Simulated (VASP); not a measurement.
Here is a VASP 6.6.1 calculation.

File INCAR:

```
PREC     = Accurate       # precision mode
ENCUT    = 600            # plane-wave cutoff, eV
EDIFF    = 1E-7           # SCF threshold, eV
ISMEAR   = 1              # smearing method
SIGMA    = 0.1            # smearing width, eV
LREAL    = F              # projectors in reciprocal space
LASPH    = T              # aspherical terms in the spheres
NELM     = 80             # most SCF steps
ALGO     = Normal         # electronic algorithm
ISIF     = 3              # what is computed and relaxed
LWAVE    = F              # write WAVECAR
LCHARG   = F              # write CHGCAR
GGA      = PE             # functional
IVDW     = 12             # dispersion correction
IBRION   = 2              # ionic algorithm
NSW      = 90             # ionic steps
EDIFFG   = -0.005         # ionic threshold
```

Contents of KPOINTS:

```
Automatic mesh
0
Gamma
  18 18 18
```

Contents of POSCAR:

```
Cu                                      
1.0
    0.0000000000      1.7839920312      1.7839920312
    1.7839920312      0.0000000000      1.7839920312
    1.7839920312      1.7839920312     -0.0000000000
  Cu            
     1
Direct
     0.0000000000000000    0.0000000000000000    0.0000000000000000
```

Potentials or basis: VASP PAW PBE potentials, release 64 (Cu).

Command:

```console
$ cat potpaw_PBE.64/Cu/POTCAR > POTCAR
$ mpirun -np 1 vasp_std > vasp.out
```

(1) What does it give for the relaxed volume?

(2) Estimate the space group after relaxing (to 0.05 Å).

Answers

(1) 11.36 Å³/atom.

(2) Fm-3m (No. 225).

Caveat: pairwise dispersion overbinds metals, which lowers pressure and volume.
